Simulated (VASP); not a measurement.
The input files of a VASP run:

**INCAR**
```
! general
SYSTEM = Mg2Si
PREC   = Accurate
ENCUT  = 520
LREAL  = .FALSE.
LASPH  = .TRUE.

! electronic loop
EDIFF  = 1E-7
NELM   = 100
ALGO   = Normal

! smearing
ISMEAR = -5

! functional
GGA    = PE
IVDW   = 13

! ions
ISIF   = 2

! output
LWAVE  = .FALSE.
LCHARG = .TRUE.
LORBIT = 11
NEDOS  = 601

! other
LEFG   = .TRUE.
```

KPOINTS:
```
Automatic mesh
0
Gamma
7 7 7
```

**POSCAR**
```
Mg2Si
4.4486580
  0.0000000000   0.7071067722   0.7071067722
  0.7071067722   0.0000000000   0.7071067722
  0.7071067722   0.7071067722   0.0000000000
Mg Si
2 1
direct
  0.2500000000   0.2500000000   0.2500000000
  0.7500000000   0.7500000000   0.7500000000
  0.0000000000   0.0000000000   0.0000000000
```

POTCAR, in this order: Mg Si (PBE.64 set). Program: vasp_std.

### Question
Translate this PBE-D4 calculation to Ansatz.

### Answer
One equivalent input (not run):
Ansatz 0.2 input:
```yaml
crystal:
  lattice:
    - [0.0000000, 3.1456762, 3.1456762]
    - [3.1456762, 0.0000000, 3.1456762]
    - [3.1456762, 3.1456762, 0.0000000]
  atoms:
    - { symbol: Mg, position: [0.2500000, 0.2500000, 0.2500000] }
    - { symbol: Mg, position: [0.7500000, 0.7500000, 0.7500000] }
    - { symbol: Si, position: [0.0000000, 0.0000000, 0.0000000] }
kpoints:
  mp_grid: { grid: [7, 7, 7] }
hamiltonian:
  xc: pbe
  dispersion: d4
  pseudopotentials: { kind: paw }
scf:
  occupations: { method: tetrahedron }
  max_iter: 100
output: { forces: true, stress: true, eigenvalues: true }
```
The two are equivalent in intent, not identical: each code has its own PAW files, so the cut-off isn't converted (ENCUT is set for VASP's; basis.ecutwfc is left out, and Ansatz then takes the one that its files recommend); Ansatz stops its SCF on the density residual and VASP on the energy change (EDIFF); the field gradients of LEFG aren't asked of the other code.

The compound is Mg2Si in the antifluorite structure. It was relaxed first.
